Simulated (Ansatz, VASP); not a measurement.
# SrCl2 in two plane-wave programs

Aim: how closely do two programs agree when they are given the same cell, functional and k mesh?

Program: Ansatz 0.2.0. Level of theory: plane waves, with VASP 6.6.1 beside it; single point at PBE. Results are calculated unless marked as measured.

## (1) The starting structure

Symmetry: Fm-3m, No. 225, cubic system. Conventional cell: a = 6.977 Å, b = 6.977 Å, c = 6.977 Å, α = 90.00°, β = 90.00°, γ = 90.00°. Sr has 8 Cl at 3.02 Å nearest. Cl has 4 Sr at 3.02 Å nearest. Farther neighbours and most contacts between anions are not listed.

## (2) VASP: single point, PBE

A single point gives forces, pressure and levels at one fixed geometry, so differences don't come from the geometry; what else differs is listed under the comparison.

Lines of VASP's logs that name or quote its potential files are left out, and so is its time.

Input file INCAR:

```
SYSTEM = SrCl2
PREC = Accurate
ENCUT = 400
EDIFF = 1E-07
NELM = 100
ISMEAR = 0
SIGMA = 0.01
LREAL = .FALSE.
ALGO = Normal
GGA = PE
NBANDS = 18
LORBIT = 11
LWAVE = .FALSE.
LCHARG = .FALSE.
KPAR = 4
```

Input file POSCAR:

```
SrCl2
1.0
    0.0000000000      3.4883500000      3.4883500000
    3.4883500000      0.0000000000      3.4883500000
    3.4883500000      3.4883500000      0.0000000000
Sr Cl
1 2
Direct
    0.0000000000      0.0000000000      0.0000000000
    0.7500000000      0.7500000000      0.7500000000
    0.2500000000      0.2500000000      0.2500000000
```

Input file KPOINTS:

```
Automatic mesh
0
Gamma
5 5 5
0 0 0
```

PAW data sets: Sr_sv and Cl (PBE family, release 64).

The run is started by

```
$ mpirun -np 4 vasp_std
```

Numbers of over 12 decimals in the logs are rounded to 6 here.

Log:

```text
[banner, memory and clock lines left out]
running    4 mpi-ranks, on    1 nodes
 distrk:  each k-point on    1 cores,    4 groups
 distr:  one band on    1 cores,    1 groups

 POSCAR found type information on POSCAR SrCl
 POSCAR found :  2 types and       3 ions
 LDA part: xc-table for (Slater+PW92), standard interpolation
 POSCAR, INCAR and KPOINTS ok, starting setup
 FFT: planning ... GRIDC
 FFT: planning ... GRID_SOFT
 FFT: planning ... GRID
 WAVECAR not read
 entering main loop
       N       E                     dE             d eps       ncg     rms          rms(c)
DAV:   1     0.128546356864E+03    0.12855E+03   -0.10109E+04   360   0.965E+02
DAV:   2    -0.529251875721E+01   -0.13384E+03   -0.13128E+03   496   0.215E+02
DAV:   3    -0.127947506634E+02   -0.75022E+01   -0.74866E+01   436   0.523E+01
DAV:   4    -0.130550501181E+02   -0.26030E+00   -0.26008E+00   616   0.869E+00
DAV:   5    -0.130582197928E+02   -0.31697E-02   -0.31695E-02   478   0.861E-01    0.130E+01
DAV:   6    -0.127625356282E+02    0.29568E+00   -0.65362E-01   398   0.451E+00    0.836E+00
DAV:   7    -0.127715050502E+02   -0.89694E-02   -0.38627E-01   494   0.371E+00    0.208E+00
DAV:   8    -0.127771802010E+02   -0.56752E-02   -0.58946E-02   430   0.132E+00    0.375E-01
DAV:   9    -0.127783905008E+02   -0.12103E-02   -0.21190E-03   518   0.277E-01    0.136E-01
DAV:  10    -0.127797008026E+02   -0.13103E-02   -0.98695E-04   392   0.181E-01    0.353E-02
DAV:  11    -0.127798056076E+02   -0.10481E-03   -0.85422E-05   502   0.502E-02    0.417E-02
DAV:  12    -0.127798227919E+02   -0.17184E-04   -0.17498E-05   390   0.215E-02    0.396E-03
DAV:  13    -0.127798253634E+02   -0.25715E-05   -0.33397E-06   486   0.965E-03    0.423E-03
DAV:  14    -0.127798252848E+02    0.78638E-07   -0.47932E-07   368   0.419E-03
   1 F= -.12779825E+02 E0= -.12779825E+02  d E =-.279343E-30
```

Parts of OUTCAR (step 2):

```text
ion  position               nearest neighbor table
   1  0.000  0.000  0.000-   2 3.02   2 3.02   2 3.02   2 3.02   3 3.02   3 3.02   3 3.02   3 3.02

  LATTYP: Found a face centered cubic cell.
 ALAT       =     6.9767000000

 Subroutine GETGRP returns: Found 48 space group operations
 (whereof 48 operations were pure point group operations)

The static configuration has the point symmetry O_h .

 Found     10 irreducible k-points:

   k-points           NKPTS =     10   k-points in BZ     NKDIM =     10   number of bands    NBANDS=     18

   dimension x,y,z NGX =    32 NGY =   32 NGZ =   32
   dimension x,y,z NGXF=    64 NGYF=   64 NGZF=   64

   ENCUT  =  400.0 eV  29.40 Ry    5.42 a.u.   8.04  8.04  8.04*2*pi/ulx,y,z

   NELECT =      24.0000    total number of electrons

 k-points in reciprocal lattice and weights: Automatic mesh
   0.00000000  0.00000000  0.00000000       0.008
   0.20000000  0.00000000  0.00000000       0.064
   0.40000000  0.00000000  0.00000000       0.064
   0.20000000  0.20000000  0.00000000       0.048
   0.40000000  0.20000000  0.00000000       0.192
  -0.40000000  0.20000000  0.00000000       0.192
  -0.20000000  0.20000000  0.00000000       0.096
   0.40000000  0.40000000  0.00000000       0.048
  -0.40000000  0.40000000  0.00000000       0.096
  -0.40000000  0.40000000  0.20000000       0.192

 average (electrostatic) potential at core
       1 -38.7494       2 -93.1263       3 -93.1263

 E-fermi :   0.1628

 k-point     1 :       0.0000    0.0000    0.0000
  band No.  band energies     occupation
    ...
      8      -1.9723      2.00000
      9      -1.9723      2.00000
     10      -0.1834      2.00000
     11      -0.1834      2.00000
     12      -0.1834      2.00000
     13       5.4886      0.00000
     14       6.2495      0.00000
     15       6.2495      0.00000
     16       9.1879      0.00000
     17       9.1879      0.00000
    ...

 k-point     2 :       0.2000    0.0000    0.0000
  band No.  band energies     occupation
    ...
      8      -1.8290      2.00000
      9      -1.7170      2.00000
     10      -0.6026      2.00000
     11      -0.3908      2.00000
     12      -0.3908      2.00000
     13       6.2906      0.00000
     14       6.5287      0.00000
     15       6.5287      0.00000
     16       8.0358      0.00000
     17       8.8452      0.00000
    ...

 k-point     3 :       0.4000    0.0000    0.0000
  band No.  band energies     occupation
    ...
      8      -1.5034      2.00000
      9      -1.3513      2.00000
     10      -1.1350      2.00000
     11      -0.7923      2.00000
     12      -0.7923      2.00000
     13       6.8372      0.00000
     14       6.8372      0.00000
     15       7.2472      0.00000
     16       8.4271      0.00000
     17       8.7499      0.00000
    ...

  Total        0.5596623      0.5596623      0.5596623     -0.0000000      0.0000000      0.0000000
  in kB       10.5620085     10.5620085     10.5620085     -0.0000000      0.0000000      0.0000000
  external PRESSURE =      10.5620085 kB  Pullay stress =       0.0000000 kB

  energy-cutoff  :      400.00
  volume of cell :       84.90
      direct lattice vectors                 reciprocal lattice vectors
     0.000000000  3.488350000  3.488350000    -0.143334241  0.143334241  0.143334241
     3.488350000  0.000000000  3.488350000     0.143334241 -0.143334241  0.143334241
     3.488350000  3.488350000  0.000000000     0.143334241  0.143334241 -0.143334241

 POSITION                                       TOTAL-FORCE (eV/Angst)
 -----------------------------------------------------------------------------------
      0.00000      0.00000      0.00000         0.000000     -0.000000      0.000000
      5.23252      5.23252      5.23252        -0.000000      0.000000     -0.000000
      1.74418      1.74418      1.74418        -0.000000      0.000000     -0.000000
 -----------------------------------------------------------------------------------
    total drift:                                0.000000     -0.000000      0.000000

  FREE ENERGIE OF THE ION-ELECTRON SYSTEM (eV)
  ---------------------------------------------------
  free  energy   TOTEN  =       -12.7798252848 eV

  energy  without entropy=      -12.7798252848  energy(sigma->0) =      -12.77982528

 total charge
# of ion       s       p       d       tot
------------------------------------------
    1        1.997   5.768   0.153   7.917
    2        1.592   3.583   0.000   5.175
    3        1.592   3.583   0.000   5.175
--------------------------------------------------
tot          5.181  12.933   0.153  18.267

[... 3 further parts left out ...]
```

The run ends at a pressure of 1.06 GPa.

## (3) Ansatz: single point, PBE

Ansatz runs on its default PAW (the set named soft_2) files.

The same cell, functional, mesh and smearing now go to Ansatz, which takes its cutoff from its data sets.

Input file input.yaml:

```yaml
crystal:
  lattice:
    - [0.0, 3.48835, 3.48835]
    - [3.48835, 0.0, 3.48835]
    - [3.48835, 3.48835, 0.0]
  atoms:
    - { symbol: Sr, position: [0.0, 0.0, 0.0] }
    - { symbol: Cl, position: [0.75, 0.75, 0.75] }
    - { symbol: Cl, position: [0.25, 0.25, 0.25] }
hamiltonian:
  xc: pbe
  pseudopotentials: { kind: paw }
kpoints:
  mp_grid: { grid: [5, 5, 5] }
scf:
  occupations: { method: gaussian, width: 0.01 }
  n_extra_bands: 4
output:
  forces: true
  stress: true
  eigenvalues: true
  write_density: true
  write_potential: true
  elf: true
  volumetric_format: npy
```

The run is started by

```
$ ansatz run input.yaml --threads 2 --pin off --max-ram 4608MiB --backend cpu --events-out ev --progress --plain --runs-dir out
```

Log:

```text
scf.n_extra_bands = 4 over 12 filled bands (N_el = 24.0): the run solves 16 bands
Engine: ansatz 0.2.0, aarch64-unknown-linux-gnu
Pseudopotentials: kind: paw
Pseudopotential: Sr, paw, valence charge 10, recommended cutoff 420 eV (normal), Sr.paw.azcp
Pseudopotential: Cl, paw, valence charge 7, recommended cutoff 420 eV (normal), Cl.paw.azcp
Functional definition: PBE
  parameter kappa = 0.804
  parameter beta = 0.066725
  exchange = pbe_x(kappa = kappa, mu = beta*pi^2/3)
  correlation = pbe_c(beta = beta)
Crystal: 3 atoms, lattice volume = 84.897 Å³
Basis set: ecut = 420 eV, 1639 PW (Γ), exchange–correlation on 72×72×72 points (8 copies of the dense FFT grid, shifted against one another)
Bands: 16, of which v1, the nominal top of the filled ones, is band 12 counted from 1 (11 counted from 0)
Symmetry: 48 space group operations
Space group: Fm-3m (ITA 225), of the structure as read, at distance tolerance 4.4e-5 Å
k-points: 10 of 125
Non-local potential: Sr, projectors of the file, l = 0: 3, l = 1: 2, l = 2: 2
Non-local potential: Cl, projectors of the file, l = 0: 2, l = 1: 2, l = 2: 2
PAW form: soft (Blöchl's): semilocal exchange-correlation on the pseudo side does not see the compensation charge
PAW one-centre angular grid: Sr, 110 points (default); XC on 64 Gauss nodes
PAW one-centre angular grid: Cl, 110 points (default); XC on 64 Gauss nodes
Initial density: superposition of atomic densities (neutral atoms: chi_scale 0, normalization atom), corrected by the library's trained network
Initial wavefunctions: pseudopotential atomic-orbital guess
Functional: x = pbe(κ = 0.804, μ = 0.219515), c = pbe(β = 0.066725)
SCF iter   1: F=—  HF=-5710.723559 eV  |F-HF|=—  |Δ(HF+E_count)|=         —  Δρ=3.46e-4  dr2=5.18e-5  ethr=1.77e-3  ⟨swp⟩=10.1  Hψ=1179  notcnv=0
preconditioner: auto → none  [insulator: Δε(μ)=5.412 eV  Ē_g=14.089 eV  σ=0.010 eV  W_gap=1.00  n_scr=14 (ndim 8)  ℏωp=18.9 eV  f_vac=0.093  D(μ)=0.00/eV (n_scr^D=0)  ε∞_Penn≈2.8]
SCF iter   2: F=—  HF=-5710.724782 eV  |F-HF|=—  |Δ(HF+E_count)|=   1.22e-3  Δρ=1.78e-4  dr2=1.09e-5  ethr=2.16e-7  ⟨swp⟩=3.9  Hψ=571  notcnv=0
SCF iter   3: F=—  HF=-5710.724821 eV  |F-HF|=—  |Δ(HF+E_count)|=   3.90e-5  Δρ=8.65e-5  dr2=2.26e-6  ethr=4.54e-8  ⟨swp⟩=2.4  Hψ=271  notcnv=0
SCF iter   4: F=—  HF=-5710.724843 eV  |F-HF|=—  |Δ(HF+E_count)|=   2.20e-5  Δρ=2.80e-5  dr2=2.49e-7  ethr=9.42e-9  ⟨swp⟩=2.0  Hψ=295  notcnv=0
iter 5 did not close the SCF: its close was put off for the readings that it lacked (scf_convergence_deferred on its scf_iter line)
SCF iter   5: F=-5710.724846 eV  HF=-5710.724846 eV  |F-HF|=1.83e-7  |Δ(HF+E_count)|=   3.36e-6  Δρ=8.07e-6  dr2=3.29e-8  ethr=1.04e-9  ⟨swp⟩=2.0  Hψ=278  notcnv=0
SCF iter   6: F=-5710.724846 eV  HF=-5710.724846 eV  |F-HF|=4.81e-9  |Δ(HF+E_count)|=   2.05e-7  Δρ=3.25e-6  dr2=6.63e-9  ethr=1.37e-10  ⟨swp⟩=6.8  Hψ=1087  notcnv=0
SCF 1 converged in 6 iterations: F = -5710.724846 eV  dr2 = 6.63e-9
  greatest PAW one-centre occupation: 0.986 electrons in one spin orbital (limit 2), on the Sr atom at site 0 (counted from 0), in its partial waves of l = 0
SCF converged after 6 iterations
Free energy (F): -5710.724846 eV
Harris-Foulkes:  -5710.724846 eV  (|F-HF|=4.81e-9)
Internal energy: -5710.724846 eV  (E = F + TS)
E sigma→0 (E₀):  -5710.724846 eV
Fermi energy:    5.735755 eV
--- Per-component energies (eV) ---
  E_band       = -146.970237
  E_kinetic    = 568.635064
  E_local      = -1182.081868  (includes V_loc(G=0)·N_el)
  E_nonlocal   = 258.819952
  E_hartree    = 325.116891
  E_xc         = -389.085134
  E_vxc        = -408.033390  (∫ρ·V_xc dr)
  E_paw        = -4013.362295  (= ΣΔE_a)
  E_vpaw       = -34.545707  (= ΣTr[D̂ρ^β])
  E_aug_tail   = 0.000179  (compensation charges beyond the density's cutoff)
  E_ewald      = -1278.767635
  E_smearing   = -0.000000  (= −TS)
  E_closure    = 0.000000  (closes the sum)
  Σ components = -5710.724846   (vs F -5710.724846, Δ=0.00e0)
--- Forces (eV/Å), atoms counted from 1 ---
  atom   1  Sr    -0.00000000     0.00000000     0.00000000
  atom   2  Cl    -0.00000000     0.00000000     0.00000000
  atom   3  Cl     0.00000000     0.00000000     0.00000000
  max |Σ_I F_I| component: 2.31e-18 eV/Å
--- Stress (GPa, compression-positive) ---
        0.988094      -0.000000       0.000000
        0.000000       0.988094      -0.000000
       -0.000000      -0.000000       0.988094
  P = ⅓ Tr σ = 0.9881 GPa (9.881 kbar)
--- Band table (eV; the first three rows and the last of 10) ---
  k-point 0: bands = [... 8 lower, 0.9810, 2.7647, 2.7647, 2.7647, 8.4421, 9.2018, 9.2018, 12.0709]
  k-point 1: bands = [... 8 lower, 1.2351, 2.3469, 2.5584, 2.5584, 9.2436, 9.4826, 9.4826, 10.9635]
  k-point 2: bands = [... 8 lower, 1.5996, 1.8154, 2.1577, 2.1577, 9.7961, 9.7961, 10.1959, 11.3749]
  k-point 9: bands = [... 8 lower, 1.6551, 2.1005, 2.7126, 2.8535, 9.2549, 10.0925, 10.4886, 10.5070]
```

Wall time 0.85 s (2 threads of Arm Neoverse V1, shared host); peak memory 0.31 GiB.

The column dr2 measures how far the density is from self-consistency, as an energy; F and HF (Harris–Foulkes) agree once it is small.

The run ends at a pressure of 0.99 GPa.

## (4) Side by side

Known differences besides the potentials themselves: the cutoff is 420 eV in Ansatz and 400 eV in VASP; VASP leaves aspherical gradient terms in its spheres out (LASPH is not set), Ansatz keeps them. Total energies have different zeros and are not compared.

Compared:

```csv
quantity,Ansatz,VASP,difference
pressure (GPa),0.99,1.06,-0.07
gap on the k mesh (eV),5.413,5.405,+0.008
```

A gap on the mesh is an upper bound, since the band edges may lie between its points.

## (5) Results

```yaml
difference_in_gap_on_the_k_mesh_single_point_pbe: 0.0076 eV
```

In words: The difference in gap on the k mesh is 0.0076 eV (single point, PBE), within the 0.08 eV picked in this series as the mark of a large difference. Such differences can come from data sets, numerical settings and the points named under the comparisons, not from the functional's error against experiment.

[Lines on the potential files, build, host, timing and source positions are cut from VASP's logs without a mark.]

[Logs are printed without paths, hosts, clocks, repeated set-up lines and the standing remarks that a program may print on its own settings, such as how far it seeks lower states.]

[Hosts, paths, dates, database ids (printed as entryN), source tags and the programs' standing remarks are cut or masked in the printed files.]
